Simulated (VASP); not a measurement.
These are LDA (Ceperley-Alder, Perdew-Zunger), VASP's LDA PAW potentials (set 64) (plane waves; VASP) values and carry that method's errors.

A VASP calculation is set up with these files.

INCAR:
```
# general
SYSTEM  = Zr
PREC    = Accurate
ENCUT   = 300
LREAL   = .FALSE.
LASPH   = .TRUE.   # aspherical one-centre terms

# electronic loop
EDIFF   = 1E-6   # SCF stop (eV)
NELM    = 100
ALGO    = Normal   # blocked Davidson
LMAXMIX = 4

# smearing
ISMEAR  = 0   # Gaussian
SIGMA   = 0.3

# ions
ISIF    = 2   # forces and stress, cell fixed

# output
LWAVE   = .FALSE.
LCHARG  = .FALSE.
```

POSCAR:
```
Zr
20.4974260
  0.1553998048   0.0000000000   0.0000000000
 -0.0776999024   0.1345802151   0.0000000000
  0.0000000000   0.0000000000   0.5000000000
Zr
4
Cartesian
  0.0000000000   0.0000000000   0.0000000000
  0.0000000000   0.0000000000   0.2500000000
 -0.0000000777   0.0897201883   0.1250000000
  0.0776999801   0.0448600268   0.3750000000
```

### KPOINTS
```
Automatic mesh
0
Gamma
11 11 3
0 0 0
```

POTCAR, in this order: Zr_sv (LDA.64 set). Program: vasp_std.

At this cut-off the stress carries a Pulay error, which pulls relaxed volumes low. Gaps are read on the run's mesh, which can miss a band edge.

Q: Estimate the energy per atom (σ→0), pressure, band gap (on the k-mesh).

A: 
```json
{
 "energy per atom (σ→0)": "-891.0 kJ/mol of atoms",
 "band gap (on the k-mesh)": "none (metal, semimetal or under 0.01 eV)",
 "pressure": "-3.61 GPa"
}
```

OSZICAR:
```
...
DAV:   8    -0.370771100981E+02   -0.12178E-02   -0.10868E-01  2444   0.219E+00    0.103E+00
DAV:   9    -0.370760765348E+02    0.10336E-02   -0.79001E-02  2448   0.204E+00    0.280E-01
DAV:  10    -0.370734927595E+02    0.25838E-02   -0.15412E-02  2524   0.938E-01    0.271E-02
DAV:  11    -0.370735225179E+02   -0.29758E-04   -0.62789E-04  2360   0.149E-01    0.218E-02
DAV:  12    -0.370735199354E+02    0.25825E-05   -0.23000E-05  2768   0.294E-02    0.116E-02
DAV:  13    -0.370735178902E+02    0.20452E-05   -0.33015E-06  1744   0.147E-02    0.182E-03
DAV:  14    -0.370735178971E+02   -0.68876E-08   -0.36385E-07  1280   0.449E-03
   1 F= -.37073518E+02 E0= -.36939838E+02  d E =-.267359E+00
```

The structure was generated: Zr was put into an ordered model structure, which need not be its known phase. The cell was not relaxed at this level. The run is one of a series of settings (SIGMA = 0.3, KPOINTS 11×11×3 Γ-centred mesh against the base run), some of them coarse on purpose. VASP warned that the highest band is occupied, so more bands are needed.
